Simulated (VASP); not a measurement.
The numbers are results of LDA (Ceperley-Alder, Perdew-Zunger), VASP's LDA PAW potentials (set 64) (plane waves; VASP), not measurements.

The input files of a VASP run:

KPOINTS:
```
Automatic mesh
0
Gamma
10 10 10
0 0 0
```

File POSCAR:
```
PdIn
1
    3.2179213625     0.0000000000     0.0000000000
    0.0000000000     3.2179213625     0.0000000000
   -0.0000000000     0.0000000000     3.2179213625
In Pd
1 1
Direct
  0.5000000000   0.5000000000   0.5000000000
  0.0000000000   0.0000000000   0.0000000000
```

**INCAR**
```
SYSTEM = PdIn
PREC = Accurate; ENCUT = 400; LREAL = .FALSE.
LASPH = .TRUE.
EDIFF = 1E-8; NELM = 100; ALGO = Normal
LMAXMIX = 4
ISMEAR = 1; SIGMA = 0.1
IBRION = 1; NSW = 30; ISIF = 2
EDIFFG = -0.001
LWAVE = .FALSE.; LCHARG = .FALSE.
```

POTCAR, in this order: In_d Pd (LDA.64 set). Program: vasp_std.

Question: What will the output report for the number of irreducible k-points (NKPTS), largest plane-wave count, number of space-group operations, FFT grid (NGX, NGY, NGZ)?

Answer: 
| Quantity | Value |
|---|---|
| number of irreducible k-points (NKPTS) | 56 |
| largest plane-wave count | 624 |
| number of space-group operations | 48 |
| FFT grid (NGX, NGY, NGZ) | 24 × 24 × 24 |

The compound is PdIn in the CsCl type structure. It was relaxed first. The start is the result of an earlier pass. The electron count is odd and the run is not spin-polarised, which forces a metal.
